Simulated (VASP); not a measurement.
Runs of VASP 6.6.1 on TaAs. The structure is tetragonal, space group I4_1md (No. 109). The conventional cell has a = 3.444 Å, b = 3.444 Å, c = 11.736 Å, α = 90.00°, β = 90.00°, γ = 90.00°. Ta (site symmetry 2mm) has 6 As at 2.61 to 2.62 Å as nearest neighbours. As (site symmetry 2mm) has 6 Ta at 2.61 to 2.62 Å as nearest neighbours. The cell is a database's computed one.

| task | level | potentials or basis | cell | cutoff (eV) | gap on the mesh (eV) | pressure (GPa) |
| --- | --- | --- | --- | --- | --- | --- |
| electric field gradients | r2SCAN | VASP PAW PBE potentials, release 64 (Ta_pv, As) | as given | 520 | none | 0.0 |
| relaxation of cell and atoms | PBEsol | VASP PAW PBE potentials, release 64 (Ta_pv, As) | relaxed | 600 | none | 0.0 |
| electric field gradients | LDA | VASP PAW LDA potentials, release 64 (Ta_pv, As) | as given | 520 | none | (a) |
| electric field gradients | PBEsol | VASP PAW PBE potentials, release 64 (Ta_pv, As_d) | as given | 600 | none | -3.6 |
| relaxation of the atoms | PBEsol | VASP PAW PBE potentials, release 64 (Ta_pv, As) | atoms relaxed | 520 | none | -3.2 |

Alike in all rows: no spin polarisation; k mesh 13 × 13 × 13; smearing fermi-dirac 0.05 eV.

**Question.** Fill in the values left out.

**Answer.** (a) -6.6.

Caveats: the PAW data sets were made with another functional, which shifts forces and pressure a little (some runs).

A k mesh can miss the band edges, and the runs leave out spin-orbit coupling on As, Ta.

A gap of «none» marks a metal or a gap under the smearing width.

Not every run made on this cell is shown here.
